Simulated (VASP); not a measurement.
Input:

```
CoGa
1.0
    2.67875     0.00000     0.00000
    0.00000     2.67875     0.00000
    0.00000     0.00000     2.67875
Ga Co
1 1
Cartesian
  1.33938   1.33938   1.33938
  0.00000   0.00000   0.00000
```

Method: LDA (Ceperley-Alder, Perdew-Zunger), VASP's LDA PAW potentials (set 64) (plane waves; VASP 6.6.1). Settings: 500 eV cut-off, 14×14×14 Γ-centred mesh, first-order Methfessel-Paxton smearing of 0.10 eV, potentials Ga_d Co.

Problem. What does the run give for the energy per atom (σ→0), pressure, band gap (on the k-mesh) with the smallest direct gap where there is one?

Solution. 
- band gap (on the k-mesh) = none (metal, semimetal or under 0.01 eV)
- energy per atom (σ→0) = -6.082 eV/atom
- pressure = 44.78 GPa

The absolute energy has meaning only against runs of the same code, potentials and settings.

The compound is CoGa in the CsCl type structure. It was relaxed first under an external pressure of 45 GPa. The run is not spin-polarised, so no magnetic state was tried.
